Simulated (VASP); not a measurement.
# How biaxial strain in the (001) plane changes TaN (Fm-3m)

How do stress and energy of TaN follow biaxial strain in the (001) plane?

Program: VASP 6.6.1. Level of theory: PBEsol; plane waves and PAW (Ta_pv, N); cell typed or built by script, in the first sound run; inputs show where later runs differ. Results are calculated unless marked as measured.

**1. Starting point**

Symmetry: Fm-3m, No. 225, cubic system. Conventional cell: a = 4.390 Å, b = 4.390 Å, c = 4.390 Å, α = 90.00°, β = 90.00°, γ = 90.00°. Nearest to Ta lie 6 N at 2.19 Å. Nearest to N lie 6 Ta at 2.19 Å. Farther neighbours and most contacts between anions are not listed.

As a file:

```cif
data_structure
_symmetry_space_group_name_H-M 'P 1'
_symmetry_Int_Tables_number 1
_cell_length_a 3.1042
_cell_length_b 3.1042
_cell_length_c 3.1042
_cell_angle_alpha 60.000
_cell_angle_beta 60.000
_cell_angle_gamma 60.000
_cell_volume 21.15
loop_
_atom_site_label
_atom_site_type_symbol
_atom_site_fract_x
_atom_site_fract_y
_atom_site_fract_z
_atom_site_occupancy
Ta1 Ta 0.00000 0.00000 0.00000 1
N2 N 0.50000 0.50000 0.50000 1
```

**2. Relax the crystal, PBEsol**

The series starts from the cell that this level prefers, so that zero strain is near zero stress.

Level: PBEsol; plane waves and PAW (Ta_pv, N); cell typed or built by script.

The input, INCAR:

```
SYSTEM = TaN
PREC = Accurate
ENCUT = 600
EDIFF = 1E-07
NELM = 120
ISMEAR = 1
SIGMA = 0.15
LREAL = .FALSE.
ALGO = Normal
GGA = PS
NBANDS = 14
LASPH = .TRUE.
LORBIT = 11
LWAVE = .FALSE.
LCHARG = .FALSE.
KPAR = 8
IBRION = 2
NSW = 40
ISIF = 3
EDIFFG = -0.005
POTIM = 0.4
```

The input, POSCAR:

```
TaN
1.0
    0.0000000000      2.1950000000      2.1950000000
    2.1950000000      0.0000000000      2.1950000000
    2.1950000000      2.1950000000      0.0000000000
Ta N
1 1
Direct
    0.0000000000      0.0000000000      0.0000000000
    0.5000000000      0.5000000000      0.5000000000
```

The input, KPOINTS:

```
Automatic mesh
0
Gamma
20 20 20
0 0 0
```

The projector-augmented-wave data sets are Ta_pv and N (PBE family, release 64).

Started as:

```bash
$ mpirun -np 8 vasp_std
```

Log:

```text
[banner, memory and clock lines left out]
running    8 mpi-ranks, on    1 nodes
[...]
|                                                                             |
|           W    W    AA    RRRRR   N    N  II  N    N   GGGG   !!!           |
|           W    W   A  A   R    R  NN   N  II  NN   N  G    G  !!!           |
|           W    W  A    A  R    R  N N  N  II  N N  N  G       !!!           |
|           W WW W  AAAAAA  RRRRR   N  N N  II  N  N N  G  GGG   !            |
|           WW  WW  A    A  R   R   N   NN  II  N   NN  G    G                |
|           W    W  A    A  R    R  N    N  II  N    N   GGGG   !!!           |
|                                                                             |
|     For optimal performance we recommend to set                             |
|       NCORE = 2 up to number-of-cores-per-socket                            |
|     NCORE specifies how many cores store one orbital (NPAR=cpu/NCORE).      |
|     This setting can greatly improve the performance of VASP for DFT.       |
[...]
DAV:   7    -0.232131383590E+02    0.22749E-06   -0.36585E-08  6616   0.212E-03    0.264E-04
DAV:   8    -0.232131383785E+02   -0.19511E-07   -0.22880E-09  4382   0.608E-04
   2 F= -.23213138E+02 E0= -.23213280E+02  d E =0.254945E-02
 trial-energy change:    0.002549  1 .order    0.002638   -0.007090    0.012366
 step:   0.3708(harm=  0.3644)  dis= 0.00000  next Energy=   -23.217007 (dE=-0.132E-02)
[...]
N       E                     dE             d eps       ncg     rms          rms(c)
DAV:   1    -0.232281091197E+02   -0.14971E-01   -0.36160E-01  7576   0.709E+00    0.122E+00
DAV:   2    -0.232193375343E+02    0.87716E-02   -0.10354E-02  8626   0.107E+00    0.497E-01
DAV:   3    -0.232170017317E+02    0.23358E-02   -0.62927E-03  8794   0.836E-01    0.858E-02
DAV:   4    -0.232170115009E+02   -0.97692E-05   -0.55372E-05  8310   0.831E-02    0.462E-02
DAV:   5    -0.232170145287E+02   -0.30278E-05   -0.14285E-05  9934   0.389E-02    0.889E-03
DAV:   6    -0.232170143010E+02    0.22774E-06   -0.65631E-07  8756   0.822E-03    0.279E-03
DAV:   7    -0.232170143867E+02   -0.85752E-07   -0.16790E-08  5906   0.136E-03
   3 F= -.23217014E+02 E0= -.23217156E+02  d E =-.132656E-02
[...]
reached required accuracy - stopping structural energy minimisation
```

Wall time 71 s (8 MPI ranks of AMD EPYC 7R43, shared host); peak memory 1.9 GiB; 9.3 min of CPU time.

Lines that name or quote the potential files are left out of all logs, and their timing lines are given in words.

OUTCAR, selected parts (step 2):

```text
  Total       -0.0004286     -0.0004286     -0.0004286     -0.0000000     -0.0000000      0.0000000
  in kB       -0.0327085     -0.0327085     -0.0327085     -0.0000000     -0.0000000      0.0000000
  external PRESSURE =      -0.0327085 kB  Pullay stress =       0.0000000 kB

 POSITION                                       TOTAL-FORCE (eV/Angst)
 -----------------------------------------------------------------------------------
      0.00000      0.00000      0.00000        -0.000000      0.000000     -0.000000
      2.18950      2.18950      2.18950         0.000000     -0.000000      0.000000
 -----------------------------------------------------------------------------------
    total drift:                                0.000000      0.000000      0.000000

  FREE ENERGIE OF THE ION-ELECTRON SYSTEM (eV)
  ---------------------------------------------------
  free  energy   TOTEN  =       -23.2170143867 eV

  energy  without entropy=      -23.2174388039  energy(sigma->0) =      -23.21715586

 reached required accuracy - stopping structural energy minimisation

[... 3 further parts left out ...]
[key lines of the parts left out:]
E-fermi :   9.5104
```

This run gave:

- energy(sigma→0) of the program: -23.2172 eV
- stress, compression positive: xx, yy, zz 0.00, 0.00, 0.00 GPa
- volume: 20.993 Å³
- ionic steps: 3

**3. Strain along the normal, PBEsol**

One member in full: the plane is strained by -1 %, and the strain along the normal is moved by secant steps until the normal stress is under 0.012 GPa or five steps are spent; the atoms relax at each step.

This step took 3 runs, each at a new trial strain with the atoms of the one before; the last is shown.

Level: PBEsol; plane waves and PAW (Ta_pv, N); cell typed or built by script.

Edit INCAR of step 2 so:

```diff
@@ -15,7 +15,7 @@
 LCHARG = .FALSE.
-KPAR = 8
-IBRION = 2
-NSW = 40
-ISIF = 3
-EDIFFG = -0.005
-POTIM = 0.4
+KPAR = 2
+IBRION = 1
+NSW = 25
+ISIF = 2
+EDIFFG = -0.004
+POTIM = 0.3
```

The input, POSCAR:

```
TaN
1.0
    0.0000000000      2.1676088290      2.1972685270
    2.1676088290      0.0000000000      2.1972685270
    2.1676088290      2.1676088290      0.0000000000
Ta N
1 1
Direct
    0.0000000000      0.0000000000      0.0000000000
    0.5000000000      0.5000000000      0.5000000000
```

KPOINTS is that of step 2.

Started as:

```bash
$ mpirun -np 2 vasp_std
```

Log:

```text
[banner, memory and clock lines left out]
running    2 mpi-ranks, on    1 nodes
[...]
[... a notice as in an earlier step ...]

 LDA part: xc-table for (Slater+PW92), standard interpolation
 POSCAR, INCAR and KPOINTS ok, starting setup
[...]
entering main loop
       N       E                     dE             d eps       ncg     rms          rms(c)
DAV:   1     0.105142482599E+03    0.10514E+03   -0.95478E+03 17956   0.133E+03
DAV:   2    -0.223159560019E+02   -0.12746E+03   -0.12087E+03 22094   0.347E+02
DAV:   3    -0.259749613389E+02   -0.36590E+01   -0.36017E+01 21190   0.579E+01
DAV:   4    -0.259951246832E+02   -0.20163E-01   -0.20154E-01 20702   0.441E+00
[...]
DAV:  12    -0.232040675477E+02    0.17193E-06   -0.39702E-06 23492   0.210E-02    0.162E-03
DAV:  13    -0.232040674064E+02    0.14131E-06   -0.17521E-07 18660   0.359E-03    0.726E-04
DAV:  14    -0.232040673974E+02    0.89185E-08   -0.60385E-09 11560   0.105E-03
   1 F= -.23204067E+02 E0= -.23204130E+02  d E =-.232041E+02
 BRION: g(F)=  0.550E-66 g(S)=  0.000E+00
 reached required accuracy - stopping structural energy minimisation
```

It took 2.7 min on 2 MPI ranks; peak memory 0.62 GiB.

OUTCAR, selected parts (step 3):

```text
  Total        1.2244581      1.2244581     -0.0001318      0.0000000      0.0000000     -0.0000000
  in kB       95.0122433     95.0122433     -0.0102233      0.0000000      0.0000000     -0.0000000
  external PRESSURE =      63.3380877 kB  Pullay stress =       0.0000000 kB

 POSITION                                       TOTAL-FORCE (eV/Angst)
 -----------------------------------------------------------------------------------
      0.00000      0.00000      0.00000         0.000000      0.000000      0.000000
      2.16761      2.16761      2.19727         0.000000      0.000000     -0.000000
 -----------------------------------------------------------------------------------
    total drift:                                0.000000      0.000000      0.000000

  FREE ENERGIE OF THE ION-ELECTRON SYSTEM (eV)
  ---------------------------------------------------
  free  energy   TOTEN  =       -23.2040673974 eV

  energy  without entropy=      -23.2042556089  energy(sigma->0) =      -23.20413013

[... 1 part as in an earlier step ...]

[... 3 further parts left out ...]
[key lines of the parts left out:]
E-fermi :   9.7035
```

This run gave:

```
energy(sigma→0) of the program : -23.2041 eV
stress, compression positive   : xx, yy, zz 9.50, 9.50, 0.00 GPa
ionic steps                    : 1
```

**4. The table**

The other members went through these steps as far as the tables show, with the same cutoff and, step by step, the same mesh; 24 runs are not shown. The session took 2.5 core hours (wall time by ranks) on a shared machine.

```
in-plane strain (%)  strain along the normal (%)  in-plane stress, tension positive (GPa)  energy above the unstrained row, extrapolated to no smearing (meV/atom)
             -2.000                        0.779                                  -20.013                                                                   25.757
             -1.500                        0.549                                  -14.667                                                                   14.385
             -1.000                        0.355                                   -9.501                                                                    6.384
             -0.500                        0.175                                        ?                                                                        ?
                  0                        0.000                                   -0.002                                                                    0.000
              0.500                       -0.179                                    4.258                                                                    1.292
              1.000                       -0.364                                    8.195                                                                    5.280
              1.500                       -0.542                                   11.894                                                                   11.761
              2.000                       -0.705                                   15.408                                                                   20.650
```

**5. A fit to the known rows**

A least-squares parabola through the 8 rows shown, with e the strain in %: stress = − 0.5697 e² + 8.855 e − 0.05674 (GPa), r.m.s. residual 0.039 GPa.

For the withheld row, e = -0.5, the fit gives -4.627 GPa.

**6. Checking the prediction**

The calculation gives -4.599 GPa, so the prediction is 0.028 GPa too low, within twice the residual of the fit.

Slopes at zero strain, from cubics through all rows: strain ratio -0.355, stress over strain 885 GPa.

**7. Results**

| Property | Result |
| --- | --- |
| error of the predicted stress | -0.028 GPa |
| ratio of normal to in-plane strain | -0.355 |
| biaxial modulus | 885 GPa |

As a check, the curvature of the energy gives 889 GPa for the same modulus (energy per volume = M × strain²), 0 % from the slope of the stress. The energy also has a linear term worth 0.24 GPa that the stress column lacks, a mark of the finite basis or of the smearing. These are static values: temperature and zero-point motion are left out. In a metal the slopes also depend on mesh and smearing, which were held through the series.

[Lines on the potential files, build, host, timing and source positions are cut from VASP's logs without a mark.]

[Logs are printed without paths, hosts, clocks, repeated set-up lines and the standing remarks that a program may print on its own settings, such as how far it seeks lower states.]

[Hosts, paths, dates, database ids (printed as entryN), source tags and the programs' standing remarks are cut or masked in the printed files.]

[In band tables of VASP the shares of atoms and orbitals are scaled to a sum of 1 inside the atoms' spheres.]
